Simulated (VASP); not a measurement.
CaSe (rock salt): the bulk modulus from VASP (plane waves, PAW) at several levels of theory. Static lattice, third-order Birch-Murnaghan fit over five volumes.  The measured value holds thermal and zero-point effects that the static calculation lacks.

| level | bulk modulus (GPa) | error against measurement |
|---|---|---|
| LDA | 57.1 | +12.0 % |
| PBE | 47.8 | -6.4 % |
| PBEsol | 51.9 | +1.7 % |
| PBE-D3(BJ) | 52.5 | +3.0 % |
| SCAN | 53.8 | +5.4 % |
| r2SCAN | 51.8 | +1.5 % |

Measured: 51.0 GPa (as given by S. C. Rakesh Roshan et al., ACS Applied Energy Materials (2021), arXiv:2110.13857).

The cell of the LDA run:

```
CELL_PARAMETERS angstrom
      0.00000     2.90088     2.90088
      2.90088     0.00000     2.90088
      2.90088     2.90088     0.00000
ATOMIC_POSITIONS crystal
  Ca 0.00000 0.00000 0.00000
  Se 0.50000 0.50000 0.50000
```

Only levels that ran to the end are used. Left out are those held back, those with too coarse a band path, GW runs whose mesh misses a band edge, hybrids' fits of cells that aren't cubic and levels without matching references; a question may draw on a part of the rest.

The compound is CaSe in the rock salt structure.
